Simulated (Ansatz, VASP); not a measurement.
# Two plane-wave programs on Ca3ZnSe4

```
Se Zn Ca
1.0
     6.38183    0.00000    0.00000
     0.00000    6.38183    0.00000
     0.00000    0.00000    6.38183
Se Zn Ca
4 1 3
Cartesian
  1.4666 1.4459 1.4781
  1.4849 4.8595 4.9094
  4.9371 1.4620 4.8671
  4.9172 4.9048 1.4278
  0.0425 0.0271 -0.0345
  3.1773 0.0282 3.1764
  3.1866 3.1599 0.0750
  -0.0407 3.1902 3.1632
```

Change from the starting cell: atoms moved at random, drawn with an rms of 0.05 Å.

Alike in both runs: task single point; functional PBE; k mesh 4 × 4 × 4; occupations fermi-dirac, width 0.05 eV; no spin polarisation.

|  | VASP | Ansatz |
| --- | --- | --- |
| version | VASP 6.6.1 | Ansatz 0.2.0 |
| potentials or method | VASP PAW PBE potentials, release 64 (Se, Zn, Ca_sv) | Ansatz PAW |
| plane-wave cutoff (eV) | 520 | 420 |
| valence electrons in the cell | 66 | 106 |

|  | VASP | Ansatz | Ansatz less VASP |
| --- | --- | --- | --- |
| gap on the k mesh at the Fermi level (eV) | 2.00 | 2.01 | +0.004 |
| least direct gap on the mesh (eV) | 2.05 | 2.05 | +0.003 |
| pressure (GPa) | 0.0 | -0.1 | -0.12 |
| largest component of the traceless stress (GPa) | 0.35 | 0.35 | -0.005 |
| rms of the force components (eV/Å) | 0.150 | 0.148 | -0.0016 |

Atom by atom the forces differ by 0.002 eV/Å (rms over components). The two sets of potentials don't hold the same shells in valence.

A k mesh can miss the band edges.
